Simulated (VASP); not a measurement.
Mg$_{2}$Ge (antifluorite):

```yaml
crystal:
  lattice:
    - [0.00000, 3.19500, 3.19500]
    - [3.19500, 0.00000, 3.19500]
    - [3.19500, 3.19500, 0.00000]
  atoms:
    - { symbol: Mg, position: [0.25000, 0.25000, 0.25000] }
    - { symbol: Mg, position: [0.75000, 0.75000, 0.75000] }
    - { symbol: Ge, position: [0.00000, 0.00000, 0.00000] }
```

The lowest empty band near X, direction along the valley's axis, from mBJ (TB09) with spin-orbit coupling in VASP (PAW); its two spin partners are averaged. The gap over the points computed is 0.50 eV, and the next band on that side lies 0.35 eV away at the edge.

Numerical set-up: 400 eV cut-off, 7×7×7 Γ-centred mesh, Gaussian smearing of 0.050 eV, potentials Mg Ge_d.

```
distance from the edge in k (1/Å)  distance in energy (meV)
---------------------------------  ------------------------
0.025                                                   4.3
0.035                                                   8.4
0.050                                                  17.0
0.070                                                  33.4
```

Q: Fit E(1 + αE) = ħ²k²/2m* (ħ²/2m0 = 3.810 eV Å²) and predict the row at 0.095 1/Å.

A: The rows don't resolve α, so a parabola serves: the electron mass is m* = 0.559 m0, and so 61.5 meV. The run gave 61.4 meV, -0.1 meV from the fit.

Left out are points under 3 meV from the edge, since the levels carry 0.1 meV, and points farther than half the way to the next band.

The compound is Mg2Ge in the antifluorite structure. The cell was not relaxed at this level.
